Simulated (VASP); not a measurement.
Input:

```yaml
crystal:
  lattice:
    - [2.90098, 0.00000, 0.00000]
    - [0.00000, 2.90098, 0.00000]
    - [0.00000, 0.00000, 2.90098]
  atoms:
    - { symbol: Cr, position: [0.00000, 0.00000, 0.00000], spin: 0.7 }
    - { symbol: Cr, position: [0.50000, 0.50000, 0.50000], spin: -0.7 }
```

The numbers are results of optB88-vdW, VASP's PBE PAW potentials (set 64) (plane waves; VASP), not measurements. Numerical set-up: 520 eV cut-off, 13×13×13 Γ-centred mesh, first-order Methfessel-Paxton smearing of 0.10 eV, potentials Cr_pv.

Problem. Give the stress tensor in GPa (positive for a compressed cell).

Solution. 
```
-9.93   0.00   0.00
 0.00  -9.93   0.00
 0.00   0.00  -9.93
```
The pressure is its mean diagonal, -9.93 GPa.

The compound is Cr in the bcc, AFM order structure. This cell is one point of a volume scan, at 1.06 of the reference volume.
